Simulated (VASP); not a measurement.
Calculation: G0W0 on PBE orbitals, VASP's PBE PAW potentials (set 64) (plane waves; VASP 6.6.1).

VASP input:

POSCAR:
```
NaCl
1
    0.0000000000     2.8200000000     2.8200000000
    2.8200000000     0.0000000000     2.8200000000
    2.8200000000     2.8200000000     0.0000000000
Na Cl
1 1
Direct
  0.0000000000   0.0000000000   0.0000000000
  0.5000000000   0.5000000000   0.5000000000
```

### KPOINTS
```
Automatic mesh
0
Gamma
4 4 4
0 0 0
```

**INCAR**
```
! general
SYSTEM       =  NaCl
PREC         =  Normal
ENCUT        =  500   ! plane-wave cut-off (eV)
LREAL        =  F
LASPH        =  T   ! aspherical one-centre terms
NBANDS       =  64

! electronic loop
ALGO         =  EVGW0

! smearing
ISMEAR       =  0   ! Gaussian
SIGMA        =  0.01   ! width (eV)

! functional
GGA          =  PE   ! PBE

! output
LWAVE        =  F
LCHARG       =  F

! other
NELMGW       =  1
NOMEGA       =  64
ENCUTGW      =  150
NBANDSGW     =  16
LSPECTRALGW  =  T
```

POTCAR, in this order: Na_sv_GW Cl_GW (PBE.64 set). Program: vasp_std. Read from the step before: WAVECAR, WAVEDER.

Output

### OUTCAR
```
 ion  position               nearest neighbor table
   1  0.000  0.000  0.000-
   2  0.500  0.500  0.500-
  LATTYP: Found a face centered cubic cell.
 ALAT       =     5.6400000000
 Subroutine PRICEL returns:
 Original cell was already a primitive cell.
 Subroutine GETGRP returns: Found 48 space group operations
The static configuration has the point symmetry O_h .
The dynamic configuration has the point symmetry O_h .
 Subroutine INISYM returns: Found 48 space group operations
 Subroutine IBZKPT returns following result:
 Found      8 irreducible k-points:

 Following reciprocal coordinates:
            Coordinates               Weight
  0.000000  0.000000  0.000000      1.000000
  0.250000  0.000000  0.000000      8.000000
  0.500000  0.000000  0.000000      4.000000
  0.250000  0.250000  0.000000      6.000000
  0.500000  0.250000  0.000000     24.000000
 -0.250000  0.250000  0.000000     12.000000
  0.500000  0.500000  0.000000      3.000000
 -0.250000  0.500000  0.250000      6.000000
 Subroutine IBZKPT_HF returns following result:
   k-points           NKPTS =      8   k-points in BZ     NKDIM =     64   number of bands    NBANDS=     64
   number of dos      NEDOS =    301   number of ions     NIONS =      2
   total plane-waves  NPLWV =  13824
   dimension x,y,z NGX =    24 NGY =   24 NGZ =   24
   dimension x,y,z NGXF=    48 NGYF=   48 NGZF=   48
   ions per type =               1   1
   PREC   = normal    normal or accurate (medium, high low for compatibility)
   ISTART =      1    job   : 0-new  1-cont  2-samecut
   ICHARG =      0    charge: 1-file 2-atom 10-const
   ISPIN  =      1    spin polarized calculation?
   LNONCOLLINEAR =      F non collinear calculations
   LSORBIT =      F    spin-orbit coupling
   INIWAV =      1    electr: 0-lowe 1-rand  2-diag
   ENCUT  =  500.0 eV  36.75 Ry    6.06 a.u.   7.27  7.27  7.27*2*pi/ulx,y,z
   NELM   =     60;   NELMIN=  2; NELMDL=  0     # of ELM steps
...
```

### OSZICAR
```
energies w=
    0.000    0.000    1.209    0.000    2.415    0.000    3.617    0.000
    4.811    0.000    5.996    0.000    7.171    0.000    8.333    0.000
    9.481    0.000   10.616    0.000   11.736    0.000   12.841    0.000
   13.931    0.000   15.008    0.000   16.071    0.000   17.121    0.000
   18.161    0.000   19.190    0.000   20.210    0.000   21.223    0.000
   22.231    0.000   23.235    0.000   24.237    0.000   25.240    0.000
   26.244    0.000   27.253    0.000   28.268    0.000   29.292    0.000
   30.328    0.000   31.379    0.000   32.447    0.000   33.535    0.000
   34.647    0.000   35.787    0.000   36.959    0.000   38.167    0.000
   39.416    0.000   40.713    0.000   42.062    0.000   43.471    0.000
   44.949    0.000   46.504    0.000   48.145    0.000   49.887    0.000
   51.741    0.000   53.725    0.000   55.857    0.000   58.160    0.000
   60.660    0.000   63.390    0.000   66.388    0.000   69.703    0.000
   73.392    0.000   77.531    0.000   82.212    0.000   87.555    0.000
   93.719    0.000  100.912    0.000  109.419    0.000  119.640    0.000
  132.149    0.000  147.805    0.000  167.952    0.000  194.820    0.000
NQ=   1    0.0000    0.0000    0.0000,
 performed         73000 updates of chi_q(r,r)
NQ=   2    0.2500    0.0000    0.0000,
 performed        220000 updates of chi_q(r,r)
NQ=   3    0.5000    0.0000    0.0000,
 performed        330000 updates of chi_q(r,r)
NQ=   4    0.2500    0.2500    0.0000,
 performed        463000 updates of chi_q(r,r)
NQ=   5    0.5000    0.2500    0.0000,
 performed        643000 updates of chi_q(r,r)
NQ=   6   -0.2500    0.2500    0.0000,
 performed        802000 updates of chi_q(r,r)
NQ=   7    0.5000    0.5000    0.0000,
 performed        904000 updates of chi_q(r,r)
NQ=   8   -0.2500    0.5000    0.2500,
 performed       1039000 updates of chi_q(r,r)
 resolving degeneracies of screened two electron integrals
```

File OUTCAR:
```


 k-point   1 :       0.0000    0.0000    0.0000
  band No.  KS-energies  QP-energies   sigma(KS)   V_xc(KS)     V^pw_x(r,r')   Z            occupation Imag(sigma)

      1     -49.8167     -59.3966     -41.7122     -29.2760     -49.1348       0.7703       2.0000       0.4805
      2     -21.7524     -27.5042     -35.4101     -28.3201     -41.3650       0.8113       2.0000       0.2044
      3     -21.7524     -27.5042     -35.4101     -28.3201     -41.3650       0.8113       2.0000       0.2044
      4     -21.7524     -27.5042     -35.4101     -28.3201     -41.3650       0.8113       2.0000       0.2044
      5     -13.5909     -14.8566     -16.7447     -14.9681     -24.2359       0.7125       2.0000       1.5693
      6      -0.9329      -2.6269     -16.6528     -14.5191     -18.8912       0.7939       2.0000       0.1461
      7      -0.9329      -2.6269     -16.6528     -14.5191     -18.8912       0.7939       2.0000       0.1461
      8      -0.9329      -2.6269     -16.6528     -14.5191     -18.8912       0.7939       2.0000       0.1461
      9       4.1803       5.2102      -6.8995      -8.1093      -4.0294       0.8512       0.0000      -0.1111
     10      10.1026      11.5041      -6.5967      -8.2669      -3.4854       0.8391       0.0000      -0.1427
     11      10.1026      11.5041      -6.5967      -8.2669      -3.4854       0.8391       0.0000      -0.1427
     12      10.1026      11.5041      -6.5967      -8.2669      -3.4854       0.8391       0.0000      -0.1427
     13      12.1726      13.9937      -7.6114      -9.8184      -4.2647       0.8252       0.0000      -0.1702
     14      12.1726      13.9937      -7.6114      -9.8184      -4.2647       0.8252       0.0000      -0.1702
     15      13.9685      14.4083      -4.6663      -5.2069      -0.9330       0.8135       0.0000      -0.3428
     16      16.1947      17.5281      -7.0054      -8.6441      -3.0803       0.8137       0.0000      -0.3906

 k-point   2 :       0.2500    0.0000    0.0000
  band No.  KS-energies  QP-energies   sigma(KS)   V_xc(KS)     V^pw_x(r,r')   Z            occupation Imag(sigma)

      1     -49.8163     -59.4220     -41.7131     -29.2770     -49.1358       0.7724       2.0000       0.4805
      2     -21.7668     -27.4486     -35.3445     -28.2625     -41.3046       0.8023       2.0000       0.2152
      3     -21.7536     -27.5007     -35.4053     -28.3170     -41.3599       0.8108       2.0000       0.2045
      4     -21.7536     -27.5007     -35.4053     -28.3170     -41.3599       0.8108       2.0000       0.2045
      5     -13.4287     -14.6683     -16.9471     -15.1973     -24.4100       0.7084       2.0000       1.5150
      6      -2.0268      -3.8951     -15.4218     -13.0620     -17.6946       0.7917       2.0000       0.1664
      7      -1.0686      -2.7950     -16.5101     -14.3369     -18.7613       0.7944       2.0000       0.1486
      8      -1.0686      -2.7950     -16.5101     -14.3369     -18.7613       0.7944       2.0000       0.1486
      9       5.6483       6.7622      -7.3911      -8.7137      -4.4844       0.8422       0.0000      -0.1192
     10       9.0449      10.2911      -6.8475      -8.3412      -3.7396       0.8343       0.0000      -0.1472
     11      10.3756      11.8813      -7.0459      -8.8491      -3.9035       0.8350       0.0000      -0.1485
     12      10.3756      11.8813      -7.0459      -8.8491      -3.9035       0.8350       0.0000      -0.1485
     13      12.1609      13.8370      -7.3939      -9.4265      -4.0136       0.8246       0.0000      -0.1835
     14      12.1609      13.8370      -7.3939      -9.4265      -4.0136       0.8246       0.0000      -0.1835
     15      14.7112      15.8677      -6.2238      -7.6369      -2.4101       0.8184       0.0000      -0.3489
     16      17.8848      19.0808      -6.2701      -7.6939      -2.2266       0.8400       0.0000      -0.5844

 k-point   3 :       0.5000    0.0000    0.0000
  band No.  KS-energies  QP-energies   sigma(KS)   V_xc(KS)     V^pw_x(r,r')   Z            occupation Imag(sigma)

      1     -49.8159     -59.4350     -41.7140     -29.2779     -49.1369       0.7735       2.0000       0.4804
      2     -21.7815     -27.4286     -35.2786     -28.2067     -41.2436       0.7985       2.0000       0.2257
      3     -21.7546     -27.4847     -35.4014     -28.3139     -41.3558       0.8085       2.0000       0.2045
      4     -21.7546     -27.4847     -35.4014     -28.3139     -41.3558       0.8085       2.0000       0.2045
      5     -13.2569     -14.4751     -17.1692     -15.4502     -24.6034       0.7087       2.0000       1.4595
      6      -2.8532      -4.8711     -14.8466     -12.2811     -17.2539       0.7866       2.0000       0.1928
      7      -1.1961      -2.9503     -16.3876     -14.1761     -18.6546       0.7932       2.0000       0.1512
      8      -1.1961      -2.9503     -16.3876     -14.1761     -18.6546       0.7932       2.0000       0.1512
      9       6.3267       7.3342      -6.4876      -7.6779      -3.6171       0.8464       0.0000      -0.1191
     10       9.7020      11.2097      -8.5344     -10.3925      -5.1010       0.8114       0.0000      -0.1900
     11       9.9572      11.5019      -7.3096      -9.1548      -4.2301       0.8372       0.0000      -0.1423
     12       9.9572      11.5019      -7.3096      -9.1548      -4.2301       0.8372       0.0000      -0.1423
     13      14.0828      15.1007      -5.6573      -6.9034      -1.8847       0.8169       0.0000      -0.3168
     14      14.8774      17.0489      -8.7079     -11.4002      -4.9323       0.8065       0.0000      -0.2700
     15      14.8774      17.0489      -8.7079     -11.4002      -4.9323       0.8065       0.0000      -0.2700
     16      16.3185      17.2931      -5.9990      -7.1903      -1.9789       0.8182       0.0000      -0.4641

 k-point   4 :       0.2500    0.2500    0.0000
  band No.  KS-energies  QP-energies   sigma(KS)   V_xc(KS)     V^pw_x(r,r')   Z            occupation Imag(sigma)

      1     -49.8161     -59.4377     -41.7133     -29.2774     -49.1360       0.7737       2.0000       0.4804
      2     -21.7643     -27.4540     -35.3572     -28.2732     -41.3151       0.8032       2.0000       0.2118
      3     -21.7563     -27.4846     -35.3978     -28.3070     -41.3515       0.8079       2.0000       0.2049
      4     -21.7563     -27.4846     -35.3978     -28.3070     -41.3515       0.8079       2.0000       0.2049
      5     -13.3895     -14.6205     -16.9655     -15.2292     -24.4236       0.7090       2.0000       1.5037
      6      -1.9947      -3.8637     -15.4409     -13.0812     -17.7140       0.7920       2.0000       0.1657
      7      -1.2491      -3.0090     -16.3760     -14.1546     -18.6468       0.7922       2.0000       0.1517
      8      -1.2491      -3.0090     -16.3760     -14.1546     -18.6468       0.7922       2.0000       0.1517
      9       6.1466       7.3781      -7.7210      -9.1912      -4.7644       0.8377       0.0000      -0.1235
     10       8.1540       9.2396      -5.9626      -7.2467      -3.0069       0.8454       0.0000      -0.1276
     11       9.8609      11.3608      -7.3645      -9.1640      -4.2037       0.8335       0.0000      -0.1532
     12      11.4341      12.9344      -7.2325      -9.0506      -3.8947       0.8252       0.0000      -0.1800
     13      11.4341      12.9344      -7.2325      -9.0506      -3.8947       0.8252       0.0000      -0.1800
     14      12.9486      14.8586      -7.8568     -10.1875      -4.3910       0.8195       0.0000      -0.1918
     15      17.6407      19.3034      -7.5527      -9.5825      -3.4898       0.8191       0.0000      -0.4939
     16      17.6407      19.3034      -7.5527      -9.5825      -3.4898       0.8191       0.0000      -0.4939

 k-point   5 :       0.5000    0.2500    0.0000
  band No.  KS-energies  QP-energies   sigma(KS)   V_xc(KS)     V^pw_x(r,r')   Z            occupation Imag(sigma)

      1     -49.8157     -59.5224     -41.7141     -29.2783     -49.1371       0.7805       2.0000       0.4804
      2     -21.7735     -27.4414     -35.3231     -28.2412     -41.2808       0.8003       2.0000       0.2155
      3     -21.7608     -27.4692     -35.3809     -28.2918     -41.3337       0.8052       2.0000       0.2058
      4     -21.7575     -27.4808     -35.3929     -28.3038     -41.3465       0.8073       2.0000       0.2048
      5     -13.2339     -14.4476     -17.1332     -15.4320     -24.5670       0.7134       2.0000       1.4549
      6      -2.4994      -4.4733     -15.1733     -12.6702     -17.5483       0.7886       2.0000       0.1812
      7      -1.6962      -3.5365     -15.8832     -13.5542     -18.1814       0.7902       2.0000       0.1609
      8      -1.3687      -3.1526     -16.2728     -14.0165     -18.5607       0.7906       2.0000       0.1545
      9       7.2219       8.4328      -6.8708      -8.3069      -3.9185       0.8432       0.0000      -0.1255
     10       8.3135       9.7200      -7.4302      -9.1128      -4.3856       0.8359       0.0000      -0.1374
     11       9.1930      10.4609      -7.1999      -8.7278      -4.0407       0.8298       0.0000      -0.1553
     12      11.1964      12.8157      -7.5873      -9.5466      -4.3047       0.8265       0.0000      -0.1709
     13      13.0661      14.4327      -7.2625      -8.9495      -3.5435       0.8101       0.0000      -0.2669
     14      14.9618      17.1072      -8.6189     -11.2816      -4.8241       0.8057       0.0000      -0.2749
     15      15.8310      17.8441      -8.3503     -10.8331      -4.3913       0.8108       0.0000      -0.3570
     16      16.4626      17.7746      -6.9388      -8.5560      -2.8587       0.8113       0.0000      -0.4591

 k-point   6 :      -0.2500    0.2500    0.0000
  band No.  KS-energies  QP-energies   sigma(KS)   V_xc(KS)     V^pw_x(r,r')   Z            occupation Imag(sigma)

      1     -49.8158     -59.4645     -41.7139     -29.2780     -49.1367       0.7759       2.0000       0.4804
      2     -21.7724     -27.4465     -35.3200     -28.2420     -41.2815       0.8016       2.0000       0.2186
      3     -21.7613     -27.4585     -35.3806     -28.2900     -41.3330       0.8035       2.0000       0.2057
      4     -21.7545     -27.4931     -35.4021     -28.3138     -41.3565       0.8096       2.0000       0.2044
      5     -13.2752     -14.4916     -17.1121     -15.3961     -24.5507       0.7088       2.0000       1.4667
...
```
(Selected blocks of OUTCAR.)

The mesh is coarse and the basis finite, so the quasiparticle values are not converged.

The compound is NaCl in the rock salt structure. The cell was not relaxed at this level. The k-mesh is coarse (spacing up to 0.48 per Å, 2π included), so the numbers may not be converged in it.
